Q: Five runs relax the same nickel crystal from the same starting cell, and only the functional changes. How should I read the results?

VASP 6.6.1 plane-wave DFT with PAW potentials for ferromagnetic fcc Ni, with collinear spins and the one-atom primitive cell relaxed. All runs use a 600 eV cutoff, a 20 × 20 × 20 k mesh and Gaussian smearing of 0.1 eV, without spin–orbit coupling or dispersion correction. Volume changes count from the starting cell of 11.20 Å³, and a is the primitive cell edge.

| functional | potentials | volume change (%) | relaxed length a (Å) | cell moment (μB) |
| --- | --- | --- | --- | --- |
| LDA | VASP-PAW-LDA-potentials,-recommended | -10.420 | 2.421 | 0.600 |
| PBE | VASP-PAW-PBE-potentials,-recommended | -2.810 | 2.487 | 0.630 |
| PBEsol | VASP-PAW-PBE-potentials,-recommended | -7.330 | 2.448 | 0.620 |
| RPBE | VASP-PAW-PBE-potentials,-recommended | 0.150 | 2.512 | 0.640 |
| r2SCAN | VASP-PAW-PBE-potentials,-recommended | -5.970 | 2.460 | 0.720 |

A: Compare the rows with each other first. The volume change counts from the starting cell, which is an arbitrary choice, so the tiny change under RPBE is no mark of accuracy. From LDA to RPBE the volume per atom grows from 10.03 to 11.21 Å$^3$, by about 12 %, with PBEsol, r2SCAN and PBE between them in that order. The relaxed lengths a, b and c are distances between neighbouring atoms, and they stay equal in every row. The crystal keeps its shape and only its density differs.

Q: Why should a functional push atoms apart?

A: Begin with the limit of a uniform electron density. There the five functionals nearly agree, so their differences must come from how they treat a density that varies. The gradient-corrected ones, PBEsol, PBE and RPBE, measure this variation by the reduced gradient

$$s=\frac{|\nabla n|}{2(3\pi^2)^{1/3}\,n^{4/3}},$$

where $n$ is the electron density. It is large where the density changes quickly for its size, as in the outer tails of an atom. These functionals multiply the exchange energy of LDA, which is negative, by a factor $F(s)$ that grows with $s$, so a varying density is rewarded with a lower energy.

Now bring the atoms closer. Their tails overlap, the density between them rises and the gradients partly cancel, so $s$ falls there and some of the reward is lost. Compression therefore costs more than in LDA, and the crystal settles at a larger volume. The more steeply $F$ rises, the stronger this outward push. That is the argument from theory, and all three gradient-corrected rows do lie above LDA.

Q: Does any pair of rows show exchange acting alone?

A: PBE and RPBE do. They share the same correlation and the same atomic potentials, and differ only in the shape of $F$. In the limit of small $s$ the two shapes coincide; at moderate $s$ the PBE curve flattens sooner. RPBE gives the larger cell by 2.96 % of the starting volume, so this difference comes from exchange in regions where the gradient is not small.

PBEsol goes the other way. Its $F$ starts out only about half as steep as that of PBE, and its cell is smaller by 4.52 % of the starting volume. Its correlation is changed as well, so this comparison is less clean.

Q: Can I estimate such a shift by hand?

A: Roughly. Suppose that compression lowers $s^2$ by the same amount for each functional, and that the crystal is equally stiff in each. The volume shift from LDA is then proportional to the slope of $F$ with $s^2$:

$$\text{PBE: }\frac{\mu}{(1+x)^2},\qquad \text{RPBE: }\mu\,e^{-x},\qquad x=\frac{\mu s^2}{\kappa}.$$

Here $\mu\approx0.22$ is the initial slope, and $\kappa\approx0.80$ sets the ceiling of $F$ at $1+\kappa$. Let $s=1$ stand for the region that matters, so that $x=0.22/0.80=0.275$. The step from LDA to PBE sets the scale: $-2.81-(-10.42)=7.61$ percentage points. For RPBE this gives

$$7.61\times(1.275)^2\,e^{-0.275}\approx 9.4\ \text{points above LDA}.$$

The calculation gives 10.57. This looks closer than it is, because PBE was used to set the scale. Only the step from PBE to RPBE tests the estimate: it comes out at about 1.8 points, where the calculation gives 2.96. The value of $s$ is a free choice, though: with $s=0.5$ the estimate falls to 8.1 points, and a value somewhat above 1 would raise it to the computed figure.

Q: So the direction is right and, for these values of $s$, the size too small. Is it the same for PBEsol?

A: Yes. The same scale puts PBEsol about 5 points above LDA, where the calculation gives 3.1, so the step down from PBE is also too small. A larger $s$ would help RPBE but raise the PBEsol estimate further, so no single value fits both. The estimate explains the order of the three functionals but not their spacing. It lets one value of $s$ stand for the whole crystal, it treats the larger and presumably softer cells as being as stiff as the dense ones, and the LDA row has its own atomic potentials. It also leaves out the gradient part of correlation, which works against that of exchange. At small gradients this part offsets a larger share of the exchange term in PBEsol than in PBE, so including it is expected to lower the PBEsol estimate. It should also make the step from LDA to PBE smaller than exchange alone would, so a scale taken from that step is expected to be too small for the purely exchange-driven step from PBE to RPBE. The table does not separate these causes; the printed output below shows the estimates for two choices of $s$.

Q: Where does r2SCAN belong? It has no simple $F(s)$.

A: It also uses the kinetic-energy density of the electrons, which tells it whether a region resembles a metal or a single bond. For a slowly varying, metal-like density its exchange is built to follow the same gradient limit as PBEsol. That is a plausible reason why its volume lies nearer to PBEsol than to PBE, though the two share this limit only at small $s$, and the edge of a d shell is not slowly varying. I have no estimate of the size of this effect, so the explanation stays an argument. The run also uses atomic potentials made for PBE, as do the PBEsol and RPBE runs, and the effect of this mismatch is untested here.

Q: Then why is its cell moment the largest, if its volume is in the middle?

A: Because the moment is not following the volume. PBEsol and PBE bracket the r2SCAN cell, and interpolating between them gives a moment of 0.62 Bohr magnetons at that volume. The calculation gives 0.72. The excess of 0.10 means that about 0.05 electrons per atom have changed spin. The d charge around the atom is just what the same interpolation suggests, so electrons have moved between the spins without a visible change in the d count.

Q: Why do the other functionals agree so well on the moment?

A: Think of the limit in which the d band of the majority spin is completely full. The moment then depends mainly on how many d states of the minority spin are empty. With ten valence electrons and ten d states per atom, that number equals the number of electrons in the broad s–p band, which is expected to differ little between these functionals. This is a count of idealised bands. The charges projected onto the atomic sphere do not reproduce it (for PBE 8.314 d electrons and about one s and p electron), as expected when the bands mix and part of the charge lies outside the sphere. Nickel is close to this limit. In the PBE run, at one point on the zone boundary, the upper d level lies 0.61 eV below the Fermi level for the majority spin and 0.15 eV above it for the minority spin. Neither a modest change of volume nor the choice among these four functionals is then expected to alter the moment much; the rows change both at once and span 0.04 Bohr magnetons.

Functionals of the r2SCAN family are known to favour spin polarisation more strongly in metals such as nickel. This should push the minority d levels further up and empty a few more of them, while the electrons go into majority states. Since the d charge around the atom is unchanged, those states should be largely d-like, so the majority d shell cannot be quite as full as the limit assumes. The r2SCAN levels are not available here, so this step is argued and not seen.

Q: Would copper, the next element, behave in the same way?

A: In volume, yes: LDA, PBEsol and PBE are known to give the same order there. Copper has filled d bands in both spins and no moment, so the order of the volumes does not need magnetism. The surplus moment of r2SCAN has no counterpart in copper.

Q: And if I simply need a density for nickel?

A: Then the functional matters more than the many digits of the output. The measured volume is roughly 11 Å$^3$ per atom and the moment roughly 0.6 Bohr magnetons, both recalled figures. Against these, LDA makes the metal clearly too dense, PBEsol and r2SCAN do so to a lesser degree, and r2SCAN also makes it too magnetic. Such rough figures cannot decide between PBE and RPBE; that takes a precise measured volume, corrected for thermal expansion and zero-point motion, which these runs leave out.

The analysis program printed:

```
Relaxed cell:
     row  volume in cubic angstrom  cubic edge in angstrom  points above LDA
     LDA                     10.03                   3.424                 0
     PBE                     10.88                   3.517              7.61
  PBEsol                     10.37                   3.462              3.09
    RPBE                     11.21                   3.553             10.57
  r2SCAN                     10.53                   3.479              4.45
RPBE volume above LDA volume, percent of LDA volume: 11.71
RPBE contact above LDA contact, angstrom: 0.091
RPBE minus PBE, points of starting volume: 2.96
PBE minus PBEsol, points of starting volume: 4.52
r2SCAN minus PBEsol, points of starting volume: 1.36
PBEsol above LDA, exchange slope model at s 0.5, points: 4.522
PBEsol above LDA, exchange slope model at s 1, points: 5.21
PBEsol above LDA, computed, points: 3.09
RPBE above LDA, exchange slope model at s 0.5, points: 8.115
RPBE above LDA, exchange slope model at s 1, points: 9.397
RPBE above LDA, computed, points: 10.57
moment expected at the r2SCAN volume from PBEsol and PBE, Bohr magneton: 0.623
r2SCAN moment above that, Bohr magneton: 0.09699
electrons that change spin for this excess: 0.0485
spread of moment over the other four rows, Bohr magneton: 0.04
r2SCAN d charge less the value interpolated from PBEsol and PBE, electrons: 1.77e-05
PBE majority d level at L below the Fermi level, eV: 0.6086
PBE minority d level at L above the Fermi level, eV: 0.1506
```
